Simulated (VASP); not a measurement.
Input of a VASP 6.6.1 run:

The input INCAR:

```
  PREC = Accurate
  ENCUT = 520
  EDIFF = 1E-6
  ISMEAR = -1
  SIGMA = 0.1
  LREAL = F
  LASPH = T
  NELM = 100
  ALGO = Fast
  ISIF = 2
  LWAVE = F
  LCHARG = F
  GGA = PE
  NBANDS = 26
```

The input KPOINTS:

```
regular mesh
0
Gamma
  6 6 1
```

File POSCAR:

```
Be12N
1.0
    4.5800000000      0.0000000000      0.0000000000
    2.2900000000      3.9663960000      0.0000000000
    0.0000000000      0.0000000000     15.5884300000
Be N
12 1
Direct
    0.0000000000      0.0000000000      0.0641500780
    0.5000000000      0.0000000000      0.0641500780
    0.0000000000      0.5000000000      0.0641500780
    0.5000000000      0.5000000000      0.0641500780
   -0.1529310541      0.3264621082      0.1763042205
    0.3478607229      0.3315506066      0.1817635900
   -0.1733944584      0.8366116243      0.1881105410
    0.3477788127      0.8206759991      0.1817165038
    0.0164416295     -0.0411312940      0.3042995350
    0.4389335347      0.0305193934      0.3075942863
    0.0166840545      0.5240987032      0.3041742497
    0.5776777688      0.4612186983      0.3022381343
    1.0199701892      0.2398290539      0.3568889234
```

Potentials or basis: VASP PAW PBE potentials, release 64 (Be, N).

Run with:

```bash
$ cat potpaw_PBE.64/Be/POTCAR potpaw_PBE.64/N/POTCAR > POTCAR
$ mpirun -np 1 vasp_std > vasp.out
```

What does it give for the largest force?

0.535 eV/Å.

Estimate the band gap on the k mesh.

none (metal or under the smearing width).

Forces on the atoms (eV/Å):
```
Be  -0.145 -0.330 -0.047
Be   0.217 -0.124  0.136
Be   0.214  0.289 -0.047
Be  -0.104  0.059  0.027
Be   0.055 -0.032 -0.023
Be   0.042 -0.012  0.056
Be  -0.017  0.011 -0.066
Be   0.030 -0.033  0.059
Be  -0.067 -0.201 -0.083
Be  -0.140  0.076 -0.021
Be   0.137  0.161 -0.078
Be   0.221 -0.132  0.219
N   -0.444  0.268 -0.133
```
